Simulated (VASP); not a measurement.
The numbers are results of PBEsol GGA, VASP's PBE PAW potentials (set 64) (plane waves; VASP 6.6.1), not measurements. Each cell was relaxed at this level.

Without a dispersion term in the relaxation, distances and binding between the weakly bound layers, chains or molecules are unreliable, and so is what depends on them.

Task: Which of these has an unstable (imaginary) mode at Γ?
(A) ZrPbO3, Pm-3m (221)
(B) BeCl2, Ibam (72)
(C) GeF4, I-43m (217)
(D) Mg2SeS, P-4m2 (115)

Result: A, ZrPbO3, Pm-3m (221). Its optical Γ-point modes are 134i (×3), 69 (×3), 155 (×3), 555 (×3) cm⁻¹.
